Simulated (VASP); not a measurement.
C2BF2H, in a box:

```xyz
6
Lattice="13.0000 0.0000 0.0000 0.0000 11.0000 0.0000 0.0000 0.0000 13.0000" Properties=species:S:1:pos:R:3 pbc="T T T"
C     5.4450    6.1836    7.6268
C     6.1101    5.8390    6.6851
B     6.9506    5.4036    5.4949
F     6.4823    4.5533    4.6067
F     8.1703    5.8645    5.3193
H     4.8557    6.4887    8.4612
```

Base run:

* Program: VASP 6.6.1
* Functional: PBE
* Dispersion: TS
* Potentials or basis: VASP PAW PBE potentials, release 64 (C, B, F, H)
* Cutoff: 520 eV
* k mesh: 1 × 1 × 1
* Occupations: gaussian, width 0.01 eV
* Spin: no spin polarisation

Its results: gap between the frontier levels 5.14 eV; largest force 1.057 eV/Å.

After a change of settings the same cell gave: gap between the frontier levels 7.73 eV; largest force 0.339 eV/Å. Which change was it?
A. dispersion from TS to none; further incar settings from ALGO = Normal; EDIFF = 1e-06 to ALGO = Normal; EDIFF = 1e-07; NBANDS = 22
B. functional from PBE to r2SCAN0; dispersion from TS to D4
C. dispersion from TS to none; further incar settings from ALGO = Normal; EDIFF = 1e-06 to ALGO = Fast; EDIFF = 1e-06

B.

Caveats: the standard files for N, O and F lose accuracy on very short bonds; the PAW data sets were made with another functional, which shifts forces and pressure a little (some runs).
